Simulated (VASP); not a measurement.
The system is LaBiS2O.

```
La Bi S O
1.0
     4.05550    0.00000    0.00000
     0.00000    4.05550    0.00000
     0.00000    0.00000   14.17327
La Bi S O
2 2 4 2
Direct
  0.50000 0.00000 0.58774
  0.00000 0.50000 0.41226
  0.00000 0.50000 0.86777
  0.50000 0.00000 0.13223
  0.50000 0.00000 0.89002
  0.00000 0.50000 0.10998
  0.00000 0.50000 0.69020
  0.50000 0.00000 0.30980
  0.00000 0.00000 0.50000
  0.50000 0.50000 0.50000
```

The cell is a database's computed one.

* Program: VASP 6.6.1
* Task: relaxation of cell and atoms
* Functional: PBEsol
* Potentials or basis: VASP PAW PBE potentials, release 64 (La, Bi_d, S, O)
* Cutoff: 600 eV
* k mesh: 8 × 8 × 4
* Occupations: gaussian, width 0.03 eV
* Spin: no spin polarisation

At the start: pressure -3.0 GPa; volume 23.31 Å³/atom.

Question: Where does the relaxation end?

Answer: Over 20 steps the energy falls by 9.6 meV/atom and the volume is 22.28 Å³/atom (-4.4 %); space group P4/nmm (No. 129, to 0.05 Å).

The path:
```csv
step,energy change (eV),largest force (eV/Å),pressure (GPa),volume (Å³)
1,0.0000,0.1655,-3.01,233.11
2,-0.0149,0.8806,2.89,218.62
3,-0.0776,0.3635,-0.09,225.30
4,-0.0883,0.1226,-0.04,224.10
5,-0.0888,0.0802,-0.03,223.75
6,-0.0921,0.0718,0.00,223.26
7,-0.0923,0.1050,0.02,223.10
8,-0.0938,0.0666,-0.01,222.99
9,-0.0945,0.0462,-0.04,222.85
10,-0.0949,0.0347,0.06,222.61
11,-0.0951,0.0533,0.19,222.35
12,-0.0952,0.0509,0.19,222.37
13,-0.0956,0.0425,0.15,222.45
14,-0.0961,0.0266,0.08,222.61
15,-0.0959,0.0528,-0.06,222.91
16,-0.0962,0.0273,0.02,222.72
17,-0.0963,0.0143,0.01,222.76
18,-0.0963,0.0119,-0.01,222.79
19,-0.0963,0.0118,-0.02,222.78
20,-0.0964,0.0096,-0.03,222.76
```

Final structure:
```yaml
crystal:
  lattice:
    - [4.00287, 0.00000, 0.00000]
    - [0.00000, 4.00287, 0.00000]
    - [0.00000, 0.00000, 13.90237]
  atoms:
    - { symbol: La, position: [0.50000, 0.00000, 0.58952] }
    - { symbol: La, position: [0.00000, 0.50000, 0.41048] }
    - { symbol: Bi, position: [0.00000, 0.50000, 0.87015] }
    - { symbol: Bi, position: [0.50000, 0.00000, 0.12985] }
    - { symbol: S, position: [0.50000, 0.00000, 0.89306] }
    - { symbol: S, position: [0.00000, 0.50000, 0.10694] }
    - { symbol: S, position: [0.00000, 0.50000, 0.69045] }
    - { symbol: S, position: [0.50000, 0.00000, 0.30955] }
    - { symbol: O, position: [0.00000, 0.00000, 0.50000] }
    - { symbol: O, position: [0.50000, 0.50000, 0.50000] }
```

Caveat: the PAW data sets were made with another functional, which shifts forces and pressure a little.
